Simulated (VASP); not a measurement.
**Ca: relaxation of cell and atoms with PBE+D3(BJ)**

The system is Ca.

```
Ca
1.0
     0.00000    2.79420    2.79420
     2.79420    0.00000    2.79420
     2.79420    2.79420    0.00000
Ca
1
Direct
  0.00000 0.00000 0.00000
```

```
Program                : VASP 6.6.1
Task                   : relaxation of cell and atoms
Functional             : PBE
Dispersion             : D3(BJ)
Potentials or basis    : VASP PAW PBE potentials, release 64 (Ca_sv)
Cutoff                 : 600 eV
k mesh                 : 12 × 12 × 12
Occupations            : methfessel-paxton, width 0.1 eV
Spin                   : no spin polarisation
Further INCAR settings : ALGO = Normal; EDIFF = 1e-06; IBRION = 2; EDIFFG = -0.01; NSW = 90; ISIF = 3
```

```
Relaxed volume                         : 40.25 Å³/atom
Relaxed cell                           : a = 3.847 Å, b = 3.847 Å, c = 3.847 Å, α = 60.00°, β = 60.00°, γ = 60.00°
Space group after relaxing (to 0.05 Å) : Fm-3m (No. 225)
Energy gained by relaxing              : 14.5 meV/atom
Ionic steps                            : 3
Pressure after relaxing                : 0.0 GPa
Band gap on the k mesh                 : none (metal or under the smearing width)
Dispersion energy per atom             : -0.241 eV
```

Step by step:
```tsv
step	energy change (eV)	largest force (eV/Å)	pressure (GPa)	volume (Å³)
1	0.0000	0.0000	-1.31	43.63
2	-0.0126	0.0000	-0.50	41.41
3	-0.0145	0.0000	0.00	40.25
```

Final structure:
```
Ca
1.0
     0.00000    2.72001    2.72001
     2.72001    0.00000    2.72001
     2.72001    2.72001    0.00000
Ca
1
Direct
  0.00000 0.00000 0.00000
```

Levels at points of the mesh, in eV from the Fermi level:
```tsv
k point	band 3	band 4	band 5	band 6	band 7	band 8
(0.00, 0.00, 0.00)	-22.82	-22.82	-4.11	2.40	2.40	2.40
(0.50, 0.00, 0.00)	-22.84	-22.84	-1.00	-0.12	2.28	2.28
(0.50, 0.50, 0.00)	-22.88	-22.88	-0.50	0.55	1.06	4.25
```

It took 42 s on 1 thread of Intel(R) Xeon(R) Platinum 8259CL CPU @ 2.50GHz (Skylake/Cascade Lake) (shared host), peak memory 0.22 GiB.

Caveat: pairwise dispersion overbinds metals, which lowers pressure and volume.
